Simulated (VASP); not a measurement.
Data:

```yaml
crystal:
  lattice:
    - [0.00000, 3.10711, 3.10711]
    - [3.10711, 0.00000, 3.10711]
    - [3.10711, 3.10711, 0.00000]
  atoms:
    - { symbol: Cd, position: [0.00000, 0.00000, 0.00000] }
    - { symbol: Se, position: [0.25000, 0.25000, 0.25000] }
```

The numbers are results of PBEsol GGA, VASP's PBE PAW potentials (set 64) (plane waves; VASP 6.6.1), not measurements. Numerical set-up: 520 eV cut-off, 8×8×8 Γ-centred mesh, Gaussian smearing of 0.050 eV, potentials Cd Se.

Problem. Give the stress tensor in GPa (positive for a compressed cell).

Solution. 
```
-2.64   0.00   0.00
 0.00  -2.64   0.00
 0.00   0.00  -2.64
```
The pressure is its mean diagonal, -2.64 GPa.

The compound is CdSe in the zinc blende structure, whereas wurtzite is the usual form. This cell is one point of a volume scan, at 1.06 of the reference volume.
